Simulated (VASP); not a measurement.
MgS (space group P6_3mc): the band gap from VASP (plane waves, PAW) at several levels of theory. Gaps are without spin-orbit coupling. Each level names its cell: its own relaxed one, PBE's, or the starting one. A gap is the smallest over the k-mesh and a band path; hybrids may have named points in place of the path, and GW has the mesh alone. mBJ is a potential without an energy functional, so only the levels count.

| level | band gap (eV) |
|---|---|
| PBEsol (own cell) | 3.30 |
| r2SCAN (own cell) | 4.13 |
| mBJ (TB09) (PBE cell) | 4.97 |
| HSE06 (PBE cell) | 4.43 |

The cell of the PBEsol (own cell) run:

```cif
data_Mg2S2
_chemical_formula_sum 'Mg2 S2'
_space_group_name_H-M_alt 'P 1'
_space_group_IT_number 1
_cell_length_a 4.02941
_cell_length_b 4.02941
_cell_length_c 6.41055
_cell_angle_alpha 90.000
_cell_angle_beta 90.000
_cell_angle_gamma 120.000
loop_
_space_group_symop_operation_xyz
  'x, y, z'
loop_
_atom_site_label
_atom_site_type_symbol
_atom_site_fract_x
_atom_site_fract_y
_atom_site_fract_z
_atom_site_occupancy
Mg1 Mg 0.66667 0.33333 0.49612 1
Mg2 Mg 0.33333 0.66667 0.99612 1
S1 S 0.33333 0.66667 0.37887 1
S2 S 0.66667 0.33333 0.87887 1
```

Only levels that ran to the end are used. Left out are those held back, those with too coarse a band path, GW runs whose mesh misses a band edge, hybrids' fits of cells that aren't cubic and levels without matching references; a question may draw on a part of the rest.

The structure comes from a computed database's MgS entry (P6_3mc); how it stands against other phases isn't given here.
